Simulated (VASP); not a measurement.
Output of a VASP run:

OUTCAR:
```
 ion  position               nearest neighbor table
   1  0.750  0.750  0.750-   2 3.12   2 3.12   2 3.12   2 3.12   2 3.12   2 3.12
   2  0.250  0.250  0.250-   1 3.12   1 3.12   1 3.12   1 3.12   1 3.12   1 3.12
  LATTYP: Found a trigonal (rhomboedric) cell.
 ALAT       =     4.4082604900
 COS(alpha) =     0.4998786104
 Subroutine PRICEL returns:
 Original cell was already a primitive cell.
 Subroutine GETGRP returns: Found  6 space group operations
The static configuration has the point symmetry C_3v.
The dynamic configuration has the point symmetry C_3v.
 Subroutine INISYM returns: Found  6 space group operations
 Subroutine IBZKPT returns following result:
 Found    116 irreducible k-points:

 Following reciprocal coordinates:
            Coordinates               Weight
  0.000000  0.000000  0.000000      1.000000
  0.100000  0.000000  0.000000      6.000000
  0.200000  0.000000  0.000000      6.000000
  0.300000  0.000000 -0.000000      6.000000
  0.400000  0.000000 -0.000000      6.000000
  0.500000  0.000000 -0.000000      3.000000
  0.100000  0.100000  0.000000      6.000000
  0.200000  0.100000 -0.000000     12.000000
  0.300000  0.100000 -0.000000     12.000000
  0.400000  0.100000 -0.000000     12.000000
  0.500000  0.100000 -0.000000     12.000000
 -0.400000  0.100000  0.000000     12.000000
 -0.300000  0.100000  0.000000     12.000000
 -0.200000  0.100000  0.000000     12.000000
 -0.100000  0.100000  0.000000      6.000000
  0.200000  0.200000  0.000000      6.000000
  0.300000  0.200000 -0.000000     12.000000
  0.400000  0.200000 -0.000000     12.000000
  0.500000  0.200000 -0.000000     12.000000
 -0.400000  0.200000  0.000000     12.000000
 -0.300000  0.200000  0.000000     12.000000
 -0.200000  0.200000  0.000000      6.000000
  0.300000  0.300000 -0.000000      6.000000
  0.400000  0.300000 -0.000000     12.000000
  0.500000  0.300000 -0.000000     12.000000
 -0.400000  0.300000  0.000000     12.000000
 -0.300000  0.300000  0.000000      6.000000
  0.400000  0.400000 -0.000000      6.000000
  0.500000  0.400000 -0.000000     12.000000
 -0.400000  0.400000  0.000000      6.000000
  0.500000  0.500000 -0.000000      3.000000
  0.100000  0.100000  0.100000      2.000000
  0.200000  0.100000  0.100000      6.000000
  0.300000  0.100000  0.100000      6.000000
  0.400000  0.100000  0.100000      6.000000
  0.500000  0.100000  0.100000      6.000000
 -0.400000  0.100000  0.100000      6.000000
 -0.300000  0.100000  0.100000      6.000000
 -0.200000  0.100000  0.100000      6.000000
 -0.100000  0.100000  0.100000      6.000000
   k-points           NKPTS =    116   k-points in BZ     NKDIM =    116   number of bands    NBANDS=     16
   number of dos      NEDOS =    301   number of ions     NIONS =      2
   total plane-waves  NPLWV =  32768
   dimension x,y,z NGX =    32 NGY =   32 NGZ =   32
   dimension x,y,z NGXF=    64 NGYF=   64 NGZF=   64
   ions per type =               1   1
   PREC   = accura    normal or accurate (medium, high low for compatibility)
   ISTART =      0    job   : 0-new  1-cont  2-samecut
   ICHARG =      2    charge: 1-file 2-atom 10-const
   ISPIN  =      1    spin polarized calculation?
   LNONCOLLINEAR =      F non collinear calculations
   LSORBIT =      F    spin-orbit coupling
   INIWAV =      1    electr: 0-lowe 1-rand  2-diag
   ENCUT  =  480.0 eV  35.28 Ry    5.94 a.u.   7.87  7.87  7.87*2*pi/ulx,y,z
   NELM   =    100;   NELMIN=  2; NELMDL= -5     # of ELM steps
   EDIFF  = 0.1E-06   stopping-criterion for ELM
   LREAL  =      F    real-space projection
   NLSPLINE    = F    spline interpolate recip. space projectors
   LMAXMIX     =    6 max onsite mixed and CHGCAR
   VOSKOWN=      0    Vosko Wilk Nusair interpolation
   EDIFFG = -.1E-01   stopping-criterion for IOM
   NSW    =     40    number of steps for IOM
   NBLOCK =      1;   KBLOCK =     40    inner block; outer block
...
```

### OSZICAR
```
       N       E                     dE             d eps       ncg     rms          rms(c)
DAV:   1     0.159107735555E+03    0.15911E+03   -0.12446E+04  3712   0.152E+03
DAV:   2    -0.163182966008E+01   -0.16074E+03   -0.15933E+03  3928   0.367E+02
DAV:   3    -0.111613598092E+02   -0.95295E+01   -0.94766E+01  5080   0.949E+01
DAV:   4    -0.113214193335E+02   -0.16006E+00   -0.16004E+00  4344   0.157E+01
DAV:   5    -0.113262202497E+02   -0.48009E-02   -0.48008E-02  5200   0.234E+00    0.215E+01
DAV:   6    -0.112531202177E+02    0.73100E-01   -0.14606E-01  5576   0.516E+00    0.130E+01
DAV:   7    -0.112502507370E+02    0.28695E-02   -0.17004E-01  5104   0.391E+00    0.696E-01
DAV:   8    -0.112469107216E+02    0.33400E-02   -0.24185E-02  5552   0.245E+00    0.999E-02
DAV:   9    -0.112469803774E+02   -0.69656E-04   -0.26679E-03  5608   0.743E-01    0.712E-02
DAV:  10    -0.112469902607E+02   -0.98834E-05   -0.97857E-05  5864   0.120E-01    0.279E-02
DAV:  11    -0.112469949959E+02   -0.47352E-05   -0.19665E-05  6424   0.112E-01    0.261E-02
DAV:  12    -0.112469940867E+02    0.90924E-06   -0.29271E-06  5448   0.318E-02    0.477E-03
DAV:  13    -0.112469940865E+02    0.18417E-09   -0.79572E-07  5352   0.106E-02
   1 F= -.10868852E+02 E0= -.10868698E+02  d E =-.108689E+02
```

File OUTCAR:
```
------------------------ aborting loop because EDIFF is reached ----------------------------------------
  FORCE on cell =-STRESS in cart. coord.  units (eV):
  Direction    XX          YY          ZZ          XY          YZ          ZX
  --------------------------------------------------------------------------------------
  Total        0.3786047      0.3786047      0.3810500      0.0000000     -0.0000000      0.0000000
  in kB       10.0122290     10.0122282     10.0768940      0.0000000     -0.0000007      0.0000000
  external PRESSURE =       0.0337837 kB  Pullay stress =      10.0000000 kB
  volume of cell :       60.59
      direct lattice vectors                 reciprocal lattice vectors
     2.204397787  1.272709326  3.599111267     0.226819317  0.130954198  0.092615467
    -2.204397787  1.272709326  3.599111267    -0.226819317  0.130954198  0.092615467
     0.000000000 -2.545419486  3.599111233     0.000000000 -0.261908399  0.092615437
 POSITION                                       TOTAL-FORCE (eV/Angst)
 -----------------------------------------------------------------------------------
      0.00000     -0.00000      8.09786         0.000000     -0.000000      0.001462
      0.00000     -0.00000      2.69947         0.000000      0.000000     -0.001462
 -----------------------------------------------------------------------------------
    total drift:                               -0.000000     -0.000000     -0.000004
  FREE ENERGIE OF THE ION-ELECTRON SYSTEM (eV)
  ---------------------------------------------------
  free  energy   TOTEN  =       -11.2469940865 eV

  energy  without entropy=      -11.2465327041  energy(sigma->0) =      -11.24684029
  enthalpy is  TOTEN    =       -10.8688518160 eV   P V=        0.3781422705

 reached required accuracy - stopping structural energy minimisation
```
(Selected blocks of OUTCAR.)

POSCAR:
```
GdBi
1
    2.2043977873     1.2727093261     3.5991112673
   -2.2043977873     1.2727093261     3.5991112673
   -0.0000000000    -2.5454194855     3.5991112330
Gd Bi
1 1
Direct
  0.7499873970   0.7499873970   0.7499873970
  0.2500126030   0.2500126030   0.2500126030
```

Q: Write an INCAR and KPOINTS that could have produced this output.

A: Several could match; the one computed here: the input of the run itself, PBEsol GGA, plane waves, VASP's PBE PAW potentials (set 64).

**KPOINTS**
```
Automatic mesh
0
G
  10 10 10
```

**INCAR**
```
LWAVE = F
LASPH = T   # aspherical one-centre terms
IBRION = 2   # conjugate gradients
NSW = 40   # most ionic steps
ISIF = 3   # ions, shape and volume
ENCUT = 480   # plane-wave cut-off (eV)
ISMEAR = 1   # Methfessel-Paxton
EDIFF = 1E-7   # SCF stop (eV)
PREC = Accurate
SYSTEM = GdBi
PSTRESS = 10
SIGMA = 0.1
LMAXMIX = 6   # l cut-off of mixed one-centre charges
LREAL = F   # projection in real space or not
NELM = 100
GGA = PS
EDIFFG = -0.01   # ionic stop
LCHARG = F
ALGO = Normal
```

POTCAR, in this order: Gd_3 Bi_d (PBE.64 set). Program: vasp_std.

The 4f electrons are frozen in the core of the lanthanide potential, so 4f levels, which can set the real gap, and their magnetism are missing.

The structure was generated: GdBi was put into the alpha-GeTe type (R3m), which need not be its known phase. It was relaxed first under an external pressure of 1 GPa. The relaxed cell has space group Fm-3m.
